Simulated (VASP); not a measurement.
# PmSe (Fm-3m) in VASP: settings compared, part 2 of 2

VASP 6.6.1.

### Step 4. Relaxation of cell and atoms, r2SCAN+D3(BJ), collinear spin, ferromagnetic start

Input file INCAR:

```
SYSTEM = PmSe
  ALGO = Normal
  EDIFF = 1E-6
  EDIFFG = -0.01
  ENCUT = 600
  IBRION = 2
  ISIF = 3
  ISMEAR = 0
  ISPIN = 2
  IVDW = 12
  LASPH = .TRUE.
  LCHARG = .FALSE.
  LMAXMIX = 6
  LMIXTAU = .TRUE.
  LORBIT = 11
  LREAL = .FALSE.
  LWAVE = .FALSE.
  MAGMOM = 4 0
  METAGGA = R2SCAN
  NELM = 100
  NSW = 40
  PREC = Accurate
  SIGMA = 0.05
  VDW_A1 = 0.49484001
  VDW_A2 = 5.73083694
  VDW_S6 = 1.0
  VDW_S8 = 0.78981345
```

Input file KPOINTS:

```
k-points
0
G
  8 8 8
  0 0 0
```

Input file POSCAR:

```
PmSe
1.0
    0.0000000000      2.9605394209      2.9605394209
    2.9605394209      0.0000000000      2.9605394209
    2.9605394209      2.9605394209      0.0000000000
Pm Se
1 1
Direct
    0.0000000000      0.0000000000      0.0000000000
    0.5000000000      0.5000000000      0.5000000000
```

Potentials or basis: VASP PAW PBE potentials, release 64 (Pm, Se).

Run with:

```
$ cat potpaw_PBE.64/Pm/POTCAR potpaw_PBE.64/Se/POTCAR > POTCAR
$ mpirun -np 1 vasp_std > vasp.out
```

OUTCAR:

```text
SYSTEM = PmSe
   EDIFF = 1E-6
   EDIFFG = -0.01
   ENCUT = 600
   IBRION = 2
   ISIF = 3
   ISMEAR = 0
   ISPIN = 2
   IVDW = 12
   LASPH = .TRUE.
   LORBIT = 11
   LREAL = .FALSE.
   METAGGA = R2SCAN
   NELM = 100
   NSW = 40
   PREC = Accurate
 IVDW          = 12

 ion  position               nearest neighbor table
   1  0.000  0.000  0.000-   2 2.96   2 2.96   2 2.96   2 2.96   2 2.96   2 2.96
   2  0.500  0.500  0.500-   1 2.96   1 2.96   1 2.96   1 2.96   1 2.96   1 2.96

  LATTYP: Found a face centered cubic cell.
 ALAT       =     5.9210788418

  Lattice vectors:

 A1 = (   0.0000000000,   2.9605394209,   2.9605394209)
 A2 = (   2.9605394209,   0.0000000000,   2.9605394209)
 A3 = (   2.9605394209,   2.9605394209,   0.0000000000)

Analysis of symmetry for initial positions (statically):
=====================================================================
 Subroutine PRICEL returns:
 Original cell was already a primitive cell.

 Routine SETGRP: Setting up the symmetry group for a
 face centered cubic supercell.

 Subroutine GETGRP returns: Found 48 space group operations
 (whereof 48 operations were pure point group operations)
 out of a pool of 48 trial point group operations.

The static configuration has the point symmetry O_h .

Analysis of symmetry for dynamics (positions and initial velocities):
=====================================================================
 Subroutine PRICEL returns:
 Original cell was already a primitive cell.

 Routine SETGRP: Setting up the symmetry group for a
 face centered cubic supercell.

 Subroutine GETGRP returns: Found 48 space group operations
 (whereof 48 operations were pure point group operations)
 out of a pool of 48 trial point group operations.

The dynamic configuration has the point symmetry O_h .

Analysis of structural, dynamic, and magnetic symmetry:
=====================================================================
 Subroutine PRICEL returns:
 Original cell was already a primitive cell.

 Routine SETGRP: Setting up the symmetry group for a
 face centered cubic supercell.

[... 130 lines left out ...]
   LHFCALC =     F    Hartree Fock is set to
   AEXX    =    0.0000 exact exchange contribution
   IVDW    =    12    specifies the selected vdW correction
   LEPSILON=     F    determine dielectric tensor
   LRPA    =     F    only Hartree local field effects (RPA)
 conjugate gradient relaxation of ions
 spin polarized calculation
 Gauss-broadening in eV      SIGMA  =   0.05
  energy-cutoff  :      600.00
  volume of cell :       51.90
 maximum number of plane-waves:      1759
 NGX is ok and might be reduce to    36
   NGX = 17   NGY = 17   NGZ = 17

--------------------------------------- Ionic step        1  -------------------------------------------

 number of electron      21.0000002 magnetization       4.7831857

 Free energy of the ion-electron system (eV)
  ---------------------------------------------------
  ext. energy  EPLUGINS =         0.00000000
  ---------------------------------------------------
  free energy    TOTEN  =       -53.40763205 eV

  energy without entropy =      -53.39186127  energy(sigma->0) =      -53.39974666

------------------------ aborting loop because EDIFF is reached ----------------------------------------

 Edisp (eV)   -0.38892

 E8    (eV) :    -0.1540
[... 71 lines left out ...]
--------------------------------------- Ionic step        3  -------------------------------------------

 number of electron      20.9999999 magnetization       4.8501487

 Free energy of the ion-electron system (eV)
  ---------------------------------------------------
  ext. energy  EPLUGINS =         0.00000000
  ---------------------------------------------------
  free energy    TOTEN  =       -53.44197019 eV

  energy without entropy =      -53.42611801  energy(sigma->0) =      -53.43404410

 E-fermi :   6.5154     XC(G=0): -10.3781

 val. band max:        6.5141684544   @ k =  -0.3750   0.1250   0.0000
 cond. band min:       6.5158066204   @ k =   0.3750   0.2500   0.1250
 fundamental gap:      0.0016381661
 Fermi energy:         6.5153926624

 spin component 1

 k-point     1 :       0.0000    0.0000    0.0000
  band No.  band energies     occupation
      1     -33.9832      1.00000
      2     -13.8106      1.00000
      3     -13.8095      1.00000
      4     -13.8095      1.00000
      5      -8.3087      1.00000
      6       3.4271      1.00000
[... 435 lines left out ...]
      5      -7.4760      1.00000
      6       1.0346      1.00000
[... 8 lines left out ...]
     15       7.5064      0.00000
     16       8.4658      0.00000

 [... further k-points ...]

 spin component 2

 k-point     1 :       0.0000    0.0000    0.0000
  band No.  band energies     occupation
      1     -31.5508      1.00000
      2     -12.1004      1.00000
      3     -12.1004      1.00000
      4     -12.1003      1.00000
      5      -8.2937      1.00000
      6       3.5813      1.00000
[... 480 lines left out ...]
  FREE ENERGIE OF THE ION-ELECTRON SYSTEM (eV)
  ---------------------------------------------------
  free  energy   TOTEN  =       -53.8142339839 eV

  energy  without entropy=      -53.7983818051  energy(sigma->0) =      -53.80630789

 reached required accuracy - stopping structural energy minimisation

 total charge

# of ion       s       p       d       f       tot
--------------------------------------------------
    1        2.011   5.566   0.379   4.466  12.423
    2        1.430   2.532   0.025   0.000   3.986
--------------------------------------------------
tot          3.441   8.097   0.404   4.466  16.409

 magnetization (x)

# of ion       s       p       d       f       tot
--------------------------------------------------
    1       -0.032   0.003   0.101   4.426   4.497
    2       -0.007  -0.067   0.013   0.000  -0.061
--------------------------------------------------
tot         -0.039  -0.065   0.114   4.426   4.436
```

Run time: 7.8 min. Hardware: 1 thread of Intel Xeon Platinum 8559C (Emerald Rapids), shared host; peak memory 0.32 GiB.

What came out:

```yaml
Free_energy: -53.8142 eV
Relaxed_volume: 27.07 Å³/atom
Relaxed_cell: a = 4.247 Å, b = 4.247 Å, c = 4.247 Å, α = 60.00°, β = 60.00°, γ = 60.00°
Space_group_after_relaxing_to_0.05_Å: Fm-3m (No. 225)
Energy_gained_by_relaxing: 8.8 meV/atom
Ionic_steps: 3
Pressure_after_relaxing: 0.0 GPa
Band_gap_on_the_k_mesh: none (metal or under the smearing width)
Net_moment: 4.85 μB per cell
Site_moments: Pm +4.50; Se -0.06 μB
Valence_electrons_inside_the_program's_atomic_spheres: Pm 12.42; Se 3.99
Dispersion_energy_per_atom: -0.186 eV
```

Step by step:
```tsv
step	energy change (eV)	largest force (eV/Å)	pressure (GPa)	volume (Å³)
1	0.0000	0.0000	2.65	51.90
2	-0.0145	0.0000	-0.97	55.19
3	-0.0177	0.0000	0.04	54.15
```

Final structure:
```
CELL_PARAMETERS angstrom
0.00000 3.00275 3.00275
3.00275 0.00000 3.00275
3.00275 3.00275 0.00000
ATOMIC_POSITIONS crystal
Pm 0.00000 0.00000 0.00000
Se 0.50000 0.50000 0.50000
```

Caveat: the magnetic or orbital state may not be the lowest; the PAW data sets were made with another functional, which shifts forces and pressure a little; spin-orbit coupling is left out, which moves the levels of the heavy elements; without U or exact exchange the open f shell lies at the Fermi level, which spoils levels, moments and volumes; pairwise dispersion overbinds metals, which lowers pressure and volume. The state reached can hang on the start; a lower one may exist.

### Step 5. The runs side by side

```tsv
level	gap on the mesh (eV)	pressure (GPa)	moment (μB)	relaxed volume (Å³/atom)
r2SCAN	none	0.0	4.87	27.65
LAK	none	0.0	4.89	29.13
r2SCAN+D3(BJ)	none	0.0	4.85	27.07
```

Alike in all rows: task relaxation of cell and atoms; potentials or basis VASP PAW PBE potentials, release 64 (Pm, Se); spin collinear, ferromagnetic start; cell relaxed; k mesh 8 × 8 × 8; cutoff (eV) 600; smearing gaussian 0.05 eV.

Caveats: the magnetic or orbital state may not be the lowest; the PAW data sets were made with another functional, which shifts forces and pressure a little; spin-orbit coupling is left out, which moves the levels of the heavy elements; without U or exact exchange the open f shell lies at the Fermi level, which spoils levels, moments and volumes; pairwise dispersion overbinds metals, which lowers pressure and volume (some runs).

Total energies depend on the potentials used, so only differences within one code and one set of settings carry meaning.
